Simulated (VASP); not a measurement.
An input for Ansatz (written as the equivalent of a VASP run, and not itself run):

Ansatz 0.2 input:
```yaml
crystal:
  lattice:
    - [0.0000000, 3.2809300, 3.3294800]
    - [3.2986050, 0.0000000, 3.3294800]
    - [3.2986050, 3.2809300, 0.0000000]
  atoms:
    - { symbol: Ag, position: [0.0000000, 0.0000000, 0.0000000] }
    - { symbol: I, position: [0.2443080, 0.2556920, 0.2556920] }
kpoints:
  mp_grid: { grid: [6, 6, 6] }
hamiltonian:
  xc: pbe
  pseudopotentials: { kind: paw }
scf:
  occupations: { method: fermi_dirac, width: 0.3 }
  max_iter: 100
output: { forces: true, stress: true, eigenvalues: true }
```

Q: Write the VASP files for the same calculation (PBE).

A: Several could match; the one computed here: 
INCAR:
```
! general
SYSTEM   =  AgI
PREC     =  Accurate
ENCUT    =  400
LREAL    =  .FALSE.
LASPH    =  .TRUE.

! electronic loop
EDIFF    =  1E-6
NELM     =  100
ALGO     =  Normal
LMAXMIX  =  4

! smearing
ISMEAR   =  -1
SIGMA    =  0.3

! functional
GGA      =  PE

! ions
ISIF     =  2

! output
LWAVE    =  .FALSE.
LCHARG   =  .FALSE.
```

### POSCAR
```
AgI
1
    0.0000000000     3.2809300000     3.3294800000
    3.2986050000     0.0000000000     3.3294800000
    3.2986050000     3.2809300000     0.0000000000
Ag I
1 1
Direct
  0.0000000000   0.0000000000   0.0000000000
  0.2443080000   0.2556920000   0.2556920000
```

### KPOINTS
```
kpoints
0
Gamma
  6 6 6
0 0 0
```

POTCAR, in this order: Ag I (PBE.64 set). Program: vasp_std.

Limits of the translation: each code has its own PAW files, so the cut-off isn't converted (ENCUT is set for VASP's; basis.ecutwfc is left out, and Ansatz then takes the one that its files recommend); Ansatz stops its SCF on the density residual and VASP on the energy change (EDIFF).

The compound is AgI in the zinc blende structure, whereas wurtzite is the usual form. The cell was not relaxed at this level, atoms are displaced from their ideal sites. The run is one of a series of settings (ISMEAR = -1, SIGMA = 0.3 against the base run), some of them coarse on purpose.
